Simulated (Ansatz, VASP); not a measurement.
# Cross-check of Hf11Ti19O60 (amorphous 37HfO2-63TiO2 (mol %)) between VASP and Ansatz, part 2 of 4

Aim: how closely do two programs agree when they are given the same cell, functional and k mesh? Of the first pair: The structure shown is the start of the Ansatz relaxation below; VASP solves that cell, so the two are compared at the walk's first step.

VASP 6.6.1 and Ansatz 0.2.0.

So far: The starting structure; Ansatz: relaxation, PBEsol.

## Step 3: VASP: single point, PBEsol, start cell, pair 1

Level of this step: PBEsol, no spin polarisation; plane waves and PAW (Hf_pv, Ti_sv, O) (VASP).

The same cell, functional, mesh and smearing now go to VASP, with its own data sets.

Lines of VASP's logs that name or quote its potential files are left out, and so is its time.

Contents of INCAR:

```
SYSTEM = Hf11Ti19O60
PREC = Accurate
ENCUT = 520
EDIFF = 1E-06
NELM = 120
ISMEAR = -1
SIGMA = 0.05
LREAL = Auto
ALGO = Normal
GGA = PS
NBANDS = 416
LASPH = .TRUE.
LORBIT = 11
LWAVE = .FALSE.
LCHARG = .FALSE.
ISIF = 2
GGA_COMPAT = .FALSE.
EFERMI = MIDGAP
NCORE = 2
```

Contents of POSCAR:

```
Hf11Ti19O60
1.0
   10.2057100000     -0.1961000000      0.0680700000
   -0.1961000000      9.6534400000     -0.0679800000
    0.0680700000     -0.0679800000     10.5106200000
Hf Ti O
11 19 60
Direct
    0.8473183271      0.2777877598      0.4523146164
    0.0880522317      0.1837909304      0.6464795028
    0.2722130762      0.3619241622      0.1490467794
    0.8261174023      0.9652321329      0.6503215480
    0.0150517909      0.1346808692      0.1630190255
    0.9083919072      0.3957951740      0.9083452659
    0.0416183501      0.7544248480      0.7139400759
    0.2868676635      0.7000958360      0.2468137401
    0.3593109508      0.0207274160      0.1254779217
    0.7086418614      0.5991970933      0.6744412953
    0.7595255026      0.0917551029      0.9636573876
    0.5648356686      0.3036699628      0.0573034816
    0.5841067344      0.7631089735      0.4263512526
    0.5612797985      0.4764953070      0.3332140097
    0.5433825830      0.0153531155      0.5847757461
    0.6910611247      0.7479203960      0.1130859167
    0.1023309877      0.0148483054      0.9027672694
    0.4163322801      0.4030752923      0.6240127909
    0.4062423105      0.1345935130      0.8476946891
    0.1700466287      0.4744286108      0.7431889444
    0.3098249626      0.0955910482      0.3990257943
    0.0114752715      0.6879561445      0.0204922390
    0.0870945472      0.5187377063      0.4298923625
    0.3791701515      0.7625075769      0.6805807034
    0.0997069077      0.8976344934      0.4237746340
    0.8408072211      0.4524768915      0.2203034294
    0.6785239782      0.0367034796      0.2479594901
    0.4153085053      0.5849465391      0.9503430450
    0.5597314033      0.8548521584      0.8826227124
    0.6702169793      0.2932984973      0.7312429488
    0.3261515539      0.5603627779      0.0981190763
    0.9182145905      0.1299180694      0.5633187160
    0.4646647243      0.6473445563      0.3307014006
    0.4706565842      0.1062529169      0.4576405083
    0.2418847922      0.3316651691      0.6366019797
    0.2712237661      0.1887457535      0.2568229785
    0.8156442057      0.2280710887      0.8196931648
    0.0421708763      0.5794450623      0.8556697991
    0.4268721176      0.9828547102      0.9490931342
    0.5381809335      0.1187757640      0.1773673104
    0.8226612053      0.0640210324      0.1500343083
    0.5611913422      0.4570660365      0.7180043665
    0.9807320240      0.8596926810      0.5438388487
    0.9632924650      0.1056354823      0.9715230673
    0.7117343448      0.3797353407      0.3395296045
    0.4510990045      0.8353012371      0.5232400628
    0.0480810011      0.3304055476      0.7814275557
    0.0860862025      0.5806448144      0.6139801788
    0.7532885567      0.3079692994      0.0550642494
    0.7619982299      0.3833468146      0.5970523810
    0.4803007026      0.3817625995      0.2064633821
    0.5811327119      0.7356426192      0.7314174884
    0.3424917526      0.5783056517      0.6439581875
    0.2210487364      0.8258694664      0.6668679696
    0.4615972278      0.9673148807      0.7339944877
    0.1825507027      0.0612637571      0.5164432245
    0.4658329984      0.3959941784      0.4641981569
    0.6572535148      0.8454305040      0.2769230663
    0.5901468519      0.1886131651      0.9037669164
    0.6835066528      0.1236084603      0.6415298627
    0.9314193777      0.5115020494      0.0721242127
    0.7351006149      0.1167024706      0.3843346192
    0.2955568943      0.4731894215      0.8612383341
    0.0401854580      0.3427829265      0.4950580422
    0.1225304532      0.7171049685      0.1382989917
    0.1049897044      0.3048305857      0.0834846787
    0.3918487380      0.8246435714      0.1368887969
    0.5848793243      0.6931333748      0.9786203355
    0.9255352794      0.2864472298      0.2663088853
    0.6575461156      0.6139439033      0.4843459989
    0.2269417772      0.1172981618      0.8079947712
    0.2901862874      0.9315536209      0.3234989025
    0.8565525884      0.7668580055      0.0639567859
    0.7789232187      0.4895677359      0.8203283452
    0.4700995643      0.2280793117      0.7011389580
    0.2113258652      0.4812645993      0.3062361132
    0.6962218430      0.5789019870      0.1995659567
    0.3734192043      0.2266512319      0.0181900883
    0.9350527978      0.5374613446      0.3499115731
    0.1696938717      0.0242377280      0.0676740876
    0.0316628926      0.9949350951      0.3035768009
    0.6484353856      0.9260438246      0.0375157186
    0.0080830613      0.0042321371      0.7438892745
    0.5306993618      0.4454867051      0.9680646318
    0.7239056984      0.9517276975      0.8206577907
    0.8457465327      0.7501943985      0.7061741599
    0.6831631301      0.8969705784      0.5307939156
    0.1529948010      0.7169400750      0.3962300255
    0.3818930200      0.7426741977      0.8601292344
    0.0731052707      0.8262644446      0.8996513223
```

Contents of KPOINTS:

```
Automatic mesh
0
Gamma
1 1 1
0 0 0
```

Potentials, in the order of the species: Hf_pv, Ti_sv and O (PBE family, release 64).

Started as:

```bash
> mpirun -np 8 vasp_gam
```

Numbers of over 12 decimals in the logs are rounded to 6 here.

Output:

```text
[banner, memory and clock lines left out]
running    8 mpi-ranks, on    1 nodes
[...]
|                                                                             |
|               ----> ADVICE to this user running VASP <----                  |
|                                                                             |
|     You enforced a specific xc type in the INCAR file but a different       |
|     [... a line on the potential file left out ...]
|     I HOPE YOU KNOW WHAT YOU ARE DOING!                                     |
|                                                                             |

 LDA part: xc-table for (Slater+PW92), standard interpolation
 POSCAR, INCAR and KPOINTS ok, starting setup
[...]
entering main loop
       N       E                     dE             d eps       ncg     rms          rms(c)
DAV:   1     0.122997673445E+05    0.12300E+05   -0.39650E+05   832   0.203E+03
DAV:   2     0.188328562586E+04   -0.10416E+05   -0.99095E+04   832   0.623E+02
DAV:   3    -0.754624622444E+03   -0.26379E+04   -0.24706E+04   968   0.265E+02
DAV:   4    -0.105195407511E+04   -0.29733E+03   -0.29589E+03  1152   0.958E+01
[...]
DAV:  18    -0.870620307411E+03   -0.82968E-05   -0.24208E-05  1184   0.145E-02    0.160E-02
DAV:  19    -0.870620311200E+03   -0.37889E-05   -0.80353E-06   920   0.779E-03    0.622E-03
DAV:  20    -0.870620312128E+03   -0.92832E-06   -0.14752E-06   560   0.361E-03
   1 F= -.87062031E+03 E0= -.87062031E+03  d E =-.710855E-11
```

OUTCAR, selected parts (step 3):

```text
  Total       42.0771702     40.5831541     41.8919607      0.5272191     -1.8476926      0.9028280
[...]
8.50730      4.18810      2.34200        -0.109862     -0.038722     -0.290990
      6.93450      0.20440      2.64990        -0.265396     -0.248650     -0.142202
      4.18850      5.50070      9.97720         0.092394      0.209108     -0.050637
      5.60490      8.08250      9.25690        -0.057266      0.147346     -0.061737
      6.83230      2.65020      7.71150        -0.202593      0.090432      0.250589
      3.22540      5.33880      1.01540        -0.181500      0.031956      0.281652
      9.38390      1.03580      5.97450        -0.042482     -0.069631     -0.085717
      4.63780      6.13550      3.46350        -0.305754      0.028168     -0.158873
      4.81370      0.90230      4.83490         0.363568      0.305508     -0.204946
      2.44690      3.11100      6.68500        -0.087833     -0.318779     -0.201593
      2.74850      1.75140      2.70500        -0.167519      0.150931     -0.284022
      8.33530      1.98600      8.65550         0.274947     -0.175345     -0.039728
      0.37500      5.52720      8.95710        -0.054298     -0.020101     -0.023420
      4.22840      9.33970      9.93780        -0.053334     -0.253789      0.164980
[...]
-----------------------------------------------------------------------------------
    total drift:                                0.013508     -0.015242     -0.027664

  FREE ENERGIE OF THE ION-ELECTRON SYSTEM (eV)
  ---------------------------------------------------
  free  energy   TOTEN  =      -870.6203121283 eV

  energy  without entropy=     -870.6203121283  energy(sigma->0) =     -870.62031213

[... 2 further parts left out ...]
[key lines of the parts left out:]
E-fermi :   4.6453
```

This run has no spin polarisation, so a moment on Ti, if there is one, isn't seen.

## Step 4: Side by side

Known differences besides the potentials themselves: the data sets hold 874 valence electrons in Ansatz (on its default PAW (the set named soft_2) files) and 698 in VASP; the cutoff is 420 eV in Ansatz and 520 eV in VASP (PREC = Accurate, projectors in real space); Ansatz makes its cores anew for this functional, VASP keeps those of its PBE data sets. Total energies have different zeros and are not compared.

Forces on 8 of the 90 atoms, those with the largest forces and the largest differences (eV/Å; atoms numbered as in POSCAR):

```tsv
atom	Ansatz x, y, z	VASP x, y, z
Ti12	0.068, -0.255, 0.297	0.093, -0.356, 0.366
O34	0.314, 0.260, -0.172	0.364, 0.306, -0.205
O54	-0.130, 0.361, -0.158	-0.355, 0.345, -0.132
O62	0.032, 0.013, 0.389	0.149, 0.176, 0.552
O65	0.153, 0.145, 0.289	0.374, 0.156, 0.490
O70	0.211, -0.364, -0.036	0.296, -0.465, 0.131
O72	0.015, -0.390, -0.140	0.034, -0.518, -0.269
O81	-0.211, 0.036, -0.129	-0.281, 0.188, -0.313
```

The forces differ by 80 meV/Å r.m.s., which is 41.7 % of the r.m.s. force of 0.191 eV/Å (both taken over all components).

## Step 5: Ansatz: relaxation, PBEsol

This run makes the geometry at which the two programs are then compared.

The structure compared here is the end of the Ansatz relaxation.

Contents of input.yaml:

```yaml
crystal:
  lattice:
    - [10.20571, -0.1961, 0.06807]
    - [-0.1961, 9.65344, -0.06798]
    - [0.06807, -0.06798, 10.51062]
  atoms:
    - { symbol: Hf, position: [0.84732, 0.27779, 0.45231] }
    - { symbol: Hf, position: [0.08805, 0.18379, 0.64648] }
    - { symbol: Hf, position: [0.27221, 0.36192, 0.14905] }
    - { symbol: Hf, position: [0.82612, 0.96523, 0.65032] }
    - { symbol: Hf, position: [0.01505, 0.13468, 0.16302] }
    - { symbol: Hf, position: [0.90839, 0.3958, 0.90835] }
    - { symbol: Hf, position: [0.04162, 0.75443, 0.71394] }
    - { symbol: Hf, position: [0.28687, 0.7001, 0.24681] }
    - { symbol: Hf, position: [0.35931, 0.02073, 0.12548] }
    - { symbol: Hf, position: [0.70864, 0.5992, 0.67444] }
    - { symbol: Hf, position: [0.75953, 0.09176, 0.96366] }
    - { symbol: Ti, position: [0.56484, 0.30367, 0.0573] }
    - { symbol: Ti, position: [0.58411, 0.76311, 0.42635] }
    - { symbol: Ti, position: [0.56128, 0.4765, 0.33321] }
    - { symbol: Ti, position: [0.54338, 0.01535, 0.58478] }
    - { symbol: Ti, position: [0.69106, 0.74792, 0.11309] }
    - { symbol: Ti, position: [0.10233, 0.01485, 0.90277] }
    - { symbol: Ti, position: [0.41633, 0.40308, 0.62401] }
    - { symbol: Ti, position: [0.40624, 0.13459, 0.84769] }
    - { symbol: Ti, position: [0.17005, 0.47443, 0.74319] }
    - { symbol: Ti, position: [0.30982, 0.09559, 0.39903] }
    - { symbol: Ti, position: [0.01148, 0.68796, 0.02049] }
    - { symbol: Ti, position: [0.08709, 0.51874, 0.42989] }
    - { symbol: Ti, position: [0.37917, 0.76251, 0.68058] }
    - { symbol: Ti, position: [0.09971, 0.89763, 0.42377] }
    - { symbol: Ti, position: [0.84081, 0.45248, 0.2203] }
    - { symbol: Ti, position: [0.67852, 0.0367, 0.24796] }
    - { symbol: Ti, position: [0.41531, 0.58495, 0.95034] }
    - { symbol: Ti, position: [0.55973, 0.85485, 0.88262] }
    - { symbol: Ti, position: [0.67022, 0.2933, 0.73124] }
    - { symbol: O, position: [0.32615, 0.56036, 0.09812] }
    - { symbol: O, position: [0.91821, 0.12992, 0.56332] }
    - { symbol: O, position: [0.46466, 0.64734, 0.3307] }
    - { symbol: O, position: [0.47066, 0.10625, 0.45764] }
    - { symbol: O, position: [0.24188, 0.33166, 0.6366] }
    - { symbol: O, position: [0.27122, 0.18875, 0.25682] }
    - { symbol: O, position: [0.81564, 0.22807, 0.81969] }
    - { symbol: O, position: [0.04217, 0.57944, 0.85567] }
    - { symbol: O, position: [0.42687, 0.98285, 0.94909] }
    - { symbol: O, position: [0.53818, 0.11878, 0.17737] }
    - { symbol: O, position: [0.82266, 0.06402, 0.15003] }
    - { symbol: O, position: [0.56119, 0.45707, 0.718] }
    - { symbol: O, position: [0.98073, 0.85969, 0.54384] }
    - { symbol: O, position: [0.96329, 0.10564, 0.97152] }
    - { symbol: O, position: [0.71173, 0.37974, 0.33953] }
    - { symbol: O, position: [0.4511, 0.8353, 0.52324] }
    - { symbol: O, position: [0.04808, 0.33041, 0.78143] }
    - { symbol: O, position: [0.08609, 0.58064, 0.61398] }
    - { symbol: O, position: [0.75329, 0.30797, 0.05506] }
    - { symbol: O, position: [0.762, 0.38335, 0.59705] }
    - { symbol: O, position: [0.4803, 0.38176, 0.20646] }
    - { symbol: O, position: [0.58113, 0.73564, 0.73142] }
    - { symbol: O, position: [0.34249, 0.57831, 0.64396] }
    - { symbol: O, position: [0.22105, 0.82587, 0.66687] }
    - { symbol: O, position: [0.4616, 0.96731, 0.73399] }
    - { symbol: O, position: [0.18255, 0.06126, 0.51644] }
    - { symbol: O, position: [0.46583, 0.39599, 0.4642] }
    - { symbol: O, position: [0.65725, 0.84543, 0.27692] }
    - { symbol: O, position: [0.59015, 0.18861, 0.90377] }
    - { symbol: O, position: [0.68351, 0.12361, 0.64153] }
    - { symbol: O, position: [0.93142, 0.5115, 0.07212] }
    - { symbol: O, position: [0.7351, 0.1167, 0.38433] }
    - { symbol: O, position: [0.29556, 0.47319, 0.86124] }
    - { symbol: O, position: [0.04019, 0.34278, 0.49506] }
    - { symbol: O, position: [0.12253, 0.7171, 0.1383] }
    - { symbol: O, position: [0.10499, 0.30483, 0.08348] }
    - { symbol: O, position: [0.39185, 0.82464, 0.13689] }
    - { symbol: O, position: [0.58488, 0.69313, 0.97862] }
    - { symbol: O, position: [0.92554, 0.28645, 0.26631] }
    - { symbol: O, position: [0.65755, 0.61394, 0.48435] }
    - { symbol: O, position: [0.22694, 0.1173, 0.80799] }
    - { symbol: O, position: [0.29019, 0.93155, 0.3235] }
    - { symbol: O, position: [0.85655, 0.76686, 0.06396] }
    - { symbol: O, position: [0.77892, 0.48957, 0.82033] }
    - { symbol: O, position: [0.4701, 0.22808, 0.70114] }
    - { symbol: O, position: [0.21133, 0.48126, 0.30624] }
    - { symbol: O, position: [0.69622, 0.5789, 0.19957] }
    - { symbol: O, position: [0.37342, 0.22665, 0.01819] }
    - { symbol: O, position: [0.93505, 0.53746, 0.34991] }
    - { symbol: O, position: [0.16969, 0.02424, 0.06767] }
    - { symbol: O, position: [0.03166, 0.99493, 0.30358] }
    - { symbol: O, position: [0.64844, 0.92604, 0.03752] }
    - { symbol: O, position: [0.00808, 0.00423, 0.74389] }
    - { symbol: O, position: [0.5307, 0.44549, 0.96806] }
    - { symbol: O, position: [0.72391, 0.95173, 0.82066] }
    - { symbol: O, position: [0.84575, 0.75019, 0.70617] }
    - { symbol: O, position: [0.68316, 0.89697, 0.53079] }
    - { symbol: O, position: [0.15299, 0.71694, 0.39623] }
    - { symbol: O, position: [0.38189, 0.74267, 0.86013] }
    - { symbol: O, position: [0.07311, 0.82626, 0.89965] }
kpoints:
  mp_grid: { grid: [1, 1, 1] }
hamiltonian:
  xc: pbesol
scf:
  occupations: { method: fermi_dirac, width: 0.05 }
output:
  forces: true
  eigenvalues: true
  stress: true
relax:
  f_tol: 0.05
  max_steps: 70
```

Started as:

```bash
> ansatz run input.yaml --threads 4 --pin off --max-ram 8192MiB --backend cpu --events-out ev --progress --plain --runs-dir out
```

Output:

```text
[...]
Crystal: 90 atoms, lattice volume = 1035.014 Å³
Basis set: ecut = 420 eV, 20199 PW (Γ), exchange–correlation on 144×144×144 points (8 copies of the dense FFT grid, shifted against one another)
Bands: 527, of which v1, the nominal top of the filled ones, is band 437 counted from 1 (436 counted from 0)
Symmetry: 1 space group operations
[...]
k-points: 1
[...]
- { symbol: O, position: [0.919857, 0.127755, 0.560700] }
    - { symbol: O, position: [0.463018, 0.647244, 0.333186] }
    - { symbol: O, position: [0.468525, 0.114257, 0.451501] }
    - { symbol: O, position: [0.244763, 0.330207, 0.633459] }
    - { symbol: O, position: [0.247514, 0.192357, 0.252512] }
    - { symbol: O, position: [0.821400, 0.224405, 0.822887] }
    - { symbol: O, position: [0.049179, 0.576774, 0.860061] }
[...]
- { symbol: O, position: [0.682049, 0.899156, 0.531257] }
    - { symbol: O, position: [0.156271, 0.714601, 0.400538] }
    - { symbol: O, position: [0.377100, 0.742741, 0.857196] }
    - { symbol: O, position: [0.081365, 0.824198, 0.899352] }
```

(Part 2 of 4 ends here.)

[Lines on the potential files, build, host, timing and source positions are cut from VASP's logs without a mark.]

[Logs are printed without paths, hosts, clocks, repeated set-up lines and the standing remarks that a program may print on its own settings, such as how far it seeks lower states.]

[Hosts, paths, dates, database ids (printed as entryN), source tags and the programs' standing remarks are cut or masked in the printed files.]
